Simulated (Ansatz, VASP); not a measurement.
**Pd (Palladium) in two plane-wave programs**

One calculation is typed for both programs; each brings its own data sets and cutoff. How far apart do they land?

Main program and level: Ansatz 0.2.0; plane waves, with VASP 6.6.1 beside it; single point at PBE.

## (1) Starting point

Symmetry: Fm-3m, No. 225, cubic system. The conventional cell has a = 3.893 Å, b = 3.893 Å, c = 3.893 Å, α = 90.00°, β = 90.00°, γ = 90.00°. Nearest to Pd lie 12 Pd at 2.75 Å.

As a file:

```cif
data_structure
_symmetry_space_group_name_H-M 'P 1'
_symmetry_Int_Tables_number 1
_cell_length_a 2.7528
_cell_length_b 2.7528
_cell_length_c 2.7528
_cell_angle_alpha 60.000
_cell_angle_beta 60.000
_cell_angle_gamma 60.000
_cell_volume 14.75
loop_
_atom_site_label
_atom_site_type_symbol
_atom_site_fract_x
_atom_site_fract_y
_atom_site_fract_z
_atom_site_occupancy
Pd1 Pd 0.00000 0.00000 0.00000 1
```

## (2) VASP: single point, PBE

A single point gives forces, pressure and levels at one fixed geometry, so differences don't come from the geometry; what else differs is listed under the comparison.

Lines of VASP's logs that name or quote its potential files are left out, and so is its time.

Input file INCAR:

```
SYSTEM = Pd
PREC = Accurate
ENCUT = 400
EDIFF = 1E-06
NELM = 100
ISMEAR = -1
SIGMA = 0.05
LREAL = .FALSE.
ALGO = Normal
GGA = PE
NBANDS = 11
LASPH = .TRUE.
LORBIT = 11
LWAVE = .FALSE.
LCHARG = .FALSE.
KPAR = 2
ISIF = 2
```

Input file POSCAR:

```
Pd
1.0
    0.0000000000      1.9465000000      1.9465000000
    1.9465000000      0.0000000000      1.9465000000
    1.9465000000      1.9465000000      0.0000000000
Pd
1
Direct
    0.0000000000      0.0000000000      0.0000000000
```

Input file KPOINTS:

```
Automatic mesh
0
Gamma
10 10 10
0 0 0
```

The projector-augmented-wave data sets are Pd (PBE family, release 64).

The run is started by

```
$ mpirun -np 2 vasp_std
```

Numbers of over 12 decimals in the logs are rounded to 6 here.

Log:

```text
[banner, memory and clock lines left out]
running    2 mpi-ranks, on    1 nodes
 distrk:  each k-point on    1 cores,    2 groups
 distr:  one band on    1 cores,    1 groups

 POSCAR found type information on POSCAR Pd
 POSCAR found :  1 types and       1 ions
 LDA part: xc-table for (Slater+PW92), standard interpolation
 POSCAR, INCAR and KPOINTS ok, starting setup
 FFT: planning ... GRIDC
 FFT: planning ... GRID_SOFT
 FFT: planning ... GRID
 WAVECAR not read
 entering main loop
       N       E                     dE             d eps       ncg     rms          rms(c)
DAV:   1     0.358592100204E+02    0.35859E+02   -0.42725E+03  1042   0.670E+02
DAV:   2    -0.507523667951E+01   -0.40934E+02   -0.39660E+02  1216   0.165E+02
DAV:   3    -0.549489704474E+01   -0.41966E+00   -0.41878E+00  1236   0.179E+01
DAV:   4    -0.549686844135E+01   -0.19714E-02   -0.19711E-02  1247   0.130E+00
DAV:   5    -0.549689164900E+01   -0.23208E-04   -0.23207E-04  1335   0.127E-01    0.774E+00
DAV:   6    -0.524124801073E+01    0.25564E+00   -0.10139E+00  1265   0.821E+00    0.378E+00
DAV:   7    -0.523025745025E+01    0.10991E-01   -0.21521E-02  1378   0.100E+00    0.193E+00
DAV:   8    -0.522668849642E+01    0.35690E-02   -0.11735E-03  1282   0.286E-01    0.901E-02
DAV:   9    -0.522667705268E+01    0.11444E-04   -0.57040E-05  1283   0.651E-02    0.240E-02
DAV:  10    -0.522668170106E+01   -0.46484E-05   -0.42538E-06  1292   0.185E-02    0.546E-03
DAV:  11    -0.522668125026E+01    0.45080E-06   -0.46653E-08   844   0.206E-03
   1 F= -.52266813E+01 E0= -.52192160E+01  d E =-.149304E-01
```

From OUTCAR (step 2):

```text
ion  position               nearest neighbor table
   1  0.000  0.000  0.000-

  LATTYP: Found a face centered cubic cell.
 ALAT       =     3.8930000000

 Subroutine GETGRP returns: Found 48 space group operations
 (whereof 48 operations were pure point group operations)

The static configuration has the point symmetry O_h .

 Found     47 irreducible k-points:

   k-points           NKPTS =     47   k-points in BZ     NKDIM =     47   number of bands    NBANDS=     11

   dimension x,y,z NGX =    18 NGY =   18 NGZ =   18
   dimension x,y,z NGXF=    36 NGYF=   36 NGZF=   36

   ENCUT  =  400.0 eV  29.40 Ry    5.42 a.u.   4.49  4.49  4.49*2*pi/ulx,y,z

   NELECT =      10.0000    total number of electrons

 k-points in reciprocal lattice and weights: Automatic mesh
   0.00000000  0.00000000  0.00000000       0.001
   0.10000000  0.00000000  0.00000000       0.008
   0.20000000  0.00000000  0.00000000       0.008
   0.30000000  0.00000000  0.00000000       0.008
   0.40000000  0.00000000  0.00000000       0.008
   0.50000000  0.00000000  0.00000000       0.004
   0.10000000  0.10000000  0.00000000       0.006
   0.20000000  0.10000000  0.00000000       0.024
   0.30000000  0.10000000  0.00000000       0.024
[...]
-0.30000000  0.40000000  0.20000000       0.024
  -0.30000000  0.50000000  0.20000000       0.012

 average (electrostatic) potential at core
       1 -70.4999

 E-fermi :   9.8004

 k-point     1 :       0.0000    0.0000    0.0000
  band No.  band energies     occupation
    ...
      2       6.9506      2.00000
      3       6.9506      2.00000
      4       6.9506      2.00000
      5       8.5599      2.00000
      6       8.5599      2.00000
      7      26.9784      0.00000
      8      31.7534      0.00000
      9      31.7534      0.00000
     10      31.7534      0.00000
     11      36.0332      0.00000

 k-point     2 :       0.1000    0.0000    0.0000
  band No.  band energies     occupation
    ...
      2       6.8325      2.00000
      3       7.0688      2.00000
      4       7.0688      2.00000
      5       8.5089      2.00000
      6       8.5089      2.00000
      7      27.3157      0.00000
      8      29.7777      0.00000
      9      32.1608      0.00000
     10      32.1608      0.00000
     11      36.1105      0.00000

 k-point     3 :       0.2000    0.0000    0.0000
  band No.  band energies     occupation
    ...
      2       6.7168      2.00000
      3       7.2486      2.00000
      4       7.2486      2.00000
      5       8.5425      2.00000
      6       8.5425      2.00000
      7      26.0703      0.00000
      8      28.2030      0.00000
      9      33.1217      0.00000
     10      33.1217      0.00000
     11      35.6436      0.00000

  Total        0.5728463      0.5728463      0.5728463     -0.0000000     -0.0000000      0.0000000
  in kB       62.2236509     62.2236509     62.2236509     -0.0000000     -0.0000000      0.0000000
  external PRESSURE =      62.2236509 kB  Pullay stress =       0.0000000 kB

  energy-cutoff  :      400.00
  volume of cell :       14.75
      direct lattice vectors                 reciprocal lattice vectors
     0.000000000  1.946500000  1.946500000    -0.256871307  0.256871307  0.256871307
     1.946500000  0.000000000  1.946500000     0.256871307 -0.256871307  0.256871307
     1.946500000  1.946500000  0.000000000     0.256871307  0.256871307 -0.256871307

 POSITION                                       TOTAL-FORCE (eV/Angst)
 -----------------------------------------------------------------------------------
      0.00000      0.00000      0.00000         0.000000      0.000000      0.000000
 -----------------------------------------------------------------------------------
    total drift:                                0.000000     -0.000000     -0.000000

  FREE ENERGIE OF THE ION-ELECTRON SYSTEM (eV)
  ---------------------------------------------------
  free  energy   TOTEN  =        -5.2266812503 eV

  energy  without entropy=       -5.2117508305  energy(sigma->0) =       -5.21921604

 total charge
# of ion       s       p       d       tot
------------------------------------------
    1        0.488   0.476   8.479   9.442

[... 3 further parts left out ...]
```

At this level the cell is under a pressure of 6.2 GPa, so at these settings it is away from equilibrium.

## (3) Ansatz: single point, PBE

Ansatz runs on its default PAW (the set named soft_2) files.

The same cell, functional, mesh and smearing now go to Ansatz, which takes its cutoff from its data sets.

Input file input.yaml:

```yaml
crystal:
  lattice:
    - [0.0, 1.9465, 1.9465]
    - [1.9465, 0.0, 1.9465]
    - [1.9465, 1.9465, 0.0]
  atoms:
    - { symbol: Pd, position: [0.0, 0.0, 0.0] }
hamiltonian:
  xc: pbe
  pseudopotentials: { kind: paw }
kpoints:
  mp_grid: { grid: [10, 10, 10] }
scf:
  occupations: { method: fermi_dirac, width: 0.05 }
  n_extra_bands: 4
output:
  forces: true
  stress: true
  eigenvalues: true
```

The run is started by

```
$ ansatz run input.yaml --threads 2 --pin off --max-ram 4608MiB --backend cpu --events-out ev --progress --plain --runs-dir out
```

Log:

```text
scf.n_extra_bands = 4 over 9 filled bands (N_el = 18.0): the run solves 13 bands
Engine: ansatz 0.2.0, aarch64-unknown-linux-gnu
Pseudopotentials: kind: paw
Pseudopotential: Pd, paw, valence charge 18, recommended cutoff 420 eV (normal), Pd.paw.azcp
Functional definition: PBE
  parameter kappa = 0.804
  parameter beta = 0.066725
  exchange = pbe_x(kappa = kappa, mu = beta*pi^2/3)
  correlation = pbe_c(beta = beta)
Crystal: 1 atoms, lattice volume = 14.750 Å³
Basis set: ecut = 420 eV, 283 PW (Γ), exchange–correlation on 40×40×40 points (8 copies of the dense FFT grid, shifted against one another)
Bands: 13, of which v1, the nominal top of the filled ones, is band 9 counted from 1 (8 counted from 0)
Symmetry: 48 space group operations
Space group: Fm-3m (ITA 225), of the structure as read, at distance tolerance 2.5e-5 Å
k-points: 47 of 1000
Non-local potential: Pd, projectors of the file, l = 0: 2, l = 1: 2, l = 2: 2, l = 3: 1
PAW form: soft (Blöchl's): semilocal exchange-correlation on the pseudo side does not see the compensation charge
PAW one-centre angular grid: Pd, 590 points (default); XC on 64 Gauss nodes
Initial density: superposition of atomic densities (neutral atoms: chi_scale 0, normalization atom), corrected by the library's trained network
Initial wavefunctions: pseudopotential atomic-orbital guess
Functional: x = pbe(κ = 0.804, μ = 0.219515), c = pbe(β = 0.066725)
SCF iter   1: F=—  HF=-6972.858277 eV  |F-HF|=—  |Δ(HF+E_count)|=         —  Δρ=4.14e-3  dr2=2.02e-3  ethr=1.77e-3  ⟨swp⟩=5.4  Hψ=3557  notcnv=0
preconditioner: auto → none  [metal: Δε(μ)=0.038 eV  Ē_g=14.276 eV  σ=0.050 eV  W_gap=0.19  n_scr=8 (ndim 8)  ℏωp=30.6 eV  f_vac=0.000  D(μ)=1.76/eV (n_scr^D=26)  sad-step TF]
SCF iter   2: F=—  HF=-6972.857938 eV  |F-HF|=—  |Δ(HF+E_count)|=   3.39e-4  Δρ=1.68e-3  dr2=2.23e-4  ethr=1.12e-5  ⟨swp⟩=1.2  Hψ=1009  notcnv=0
SCF iter   3: F=—  HF=-6972.858011 eV  |F-HF|=—  |Δ(HF+E_count)|=   7.26e-5  Δρ=4.63e-4  dr2=1.62e-5  ethr=1.24e-6  ⟨swp⟩=1.2  Hψ=660  notcnv=0
SCF iter   4: F=—  HF=-6972.858015 eV  |F-HF|=—  |Δ(HF+E_count)|=   4.17e-6  Δρ=4.48e-5  dr2=1.71e-7  ethr=9.00e-8  ⟨swp⟩=2.7  Hψ=887  notcnv=0
iter 5 did not close the SCF: its close was put off for the readings that it lacked (scf_convergence_deferred on its scf_iter line)
SCF iter   5: F=-6972.858015 eV  HF=-6972.858015 eV  |F-HF|=1.54e-10  |Δ(HF+E_count)|=   4.67e-8  Δρ=2.81e-6  dr2=3.49e-10  ethr=9.52e-10  ⟨swp⟩=2.9  Hψ=1040  notcnv=0
SCF iter   6: F=-6972.858015 eV  HF=-6972.858015 eV  |F-HF|=0.00e0  |Δ(HF+E_count)|=  1.31e-10  Δρ=3.07e-7  dr2=7.66e-12  ethr=1.94e-12  ⟨swp⟩=1.0  Hψ=1803  notcnv=0
SCF 1 converged in 6 iterations: F = -6972.858015 eV  dr2 = 7.66e-12
  greatest PAW one-centre occupation: 0.999 electrons in one spin orbital (limit 2), on the Pd atom at site 0 (counted from 0), in its partial waves of l = 0
SCF converged after 6 iterations
Free energy (F): -6972.858015 eV
Harris-Foulkes:  -6972.858015 eV  (|F-HF|=0.00e0)
Internal energy: -6972.843141 eV  (E = F + TS)
E sigma→0 (E₀):  -6972.850578 eV
Entropy (-TS):   -0.014874 eV (-14.874 meV/atom)
Fermi energy:    19.838033 eV
--- Per-component energies (eV) ---
  E_band       = -136.284869
  E_kinetic    = 514.065687
  E_local      = -1749.063763  (includes V_loc(G=0)·N_el)
  E_nonlocal   = 217.138217
  E_hartree    = 711.462041
  E_xc         = -168.896134
  E_vxc        = -211.932498  (∫ρ·V_xc dr)
  E_paw        = -3750.232980  (= ΣΔE_a)
  E_vpaw       = -329.416705  (= ΣTr[D̂ρ^β])
  E_aug_tail   = 0.000238  (compensation charges beyond the density's cutoff)
  E_ewald      = -2747.316447
  E_smearing   = -0.014874  (= −TS)
  E_closure    = 0.000000  (closes the sum)
  Σ components = -6972.858015   (vs F -6972.858015, Δ=0.00e0)
--- Forces (eV/Å), atoms counted from 1 ---
  atom   1  Pd     0.00000000     0.00000000    -0.00000000
  max |Σ_I F_I| component: 4.31e-32 eV/Å
--- Stress (GPa, compression-positive) ---
        6.978987       0.000000      -0.000000
       -0.000000       6.978987      -0.000000
        0.000000      -0.000000       6.978987
  P = ⅓ Tr σ = 6.9790 GPa (69.790 kbar)
--- Band table (eV; the first three rows and the last of 47) ---
  k-point 0: bands = [... 5 lower, 16.9825, 16.9825, 16.9825, 18.5938, 18.5938, 36.8402, 41.5456, 41.5456]
  k-point 1: bands = [... 5 lower, 16.8641, 17.1008, 17.1008, 18.5423, 18.5423, 37.1797, 39.6491, 41.9576]
  k-point 2: bands = [... 5 lower, 16.7483, 17.2807, 17.2807, 18.5764, 18.5764, 36.0289, 38.0612, 42.9582]
  k-point 46: bands = [... 5 lower, 15.8273, 17.1655, 18.6579, 20.1218, 27.3731, 30.0298, 30.2117, 31.5209]
```

Elapsed: 3.5 s, on 2 threads of Arm Neoverse V1, shared host; peak memory 0.3 GiB.

In the SCF lines HF is the Harris–Foulkes energy and dr2 the Hartree energy of the density residual, in eV; the loop may stop once dr2 is under the threshold and the program's other checks hold. Hψ counts applications of the Hamiltonian.

The run ends at a pressure of 6.98 GPa.

## (4) Differences

Known differences besides the potentials themselves: the data sets hold 18 valence electrons in Ansatz (default PAW (the set named soft_2) files) and 10 in VASP; the cutoff is 420 eV in Ansatz and 400 eV in VASP. Total energies have different zeros and are not compared.

Both answers:

```
                                        quantity  Ansatz  VASP  difference
                                  pressure (GPa)    6.98  6.22       +0.76
pressure without Ansatz's Pulay correction (GPa)    6.91  6.22       +0.69
```

Ansatz's pressure holds a Pulay correction of 0.07 GPa; VASP's holds none.

## (5) Summary of results

```yaml
difference_in_pressure_single_point_pbe: 0.76 GPa
```

**Reading.** The difference in pressure is 0.76 GPa (single point, PBE), within the 1 GPa picked in this series as the mark of a large difference. Such differences can come from data sets, numerical settings and the points named under the comparisons, not from the functional's error against experiment.

[Lines on the potential files, build, host, timing and source positions are cut from VASP's logs without a mark.]

[Logs are printed without paths, hosts, clocks, repeated set-up lines and the standing remarks that a program may print on its own settings, such as how far it seeks lower states.]

[Hosts, paths, dates, database ids (printed as entryN), source tags and the programs' standing remarks are cut or masked in the printed files.]
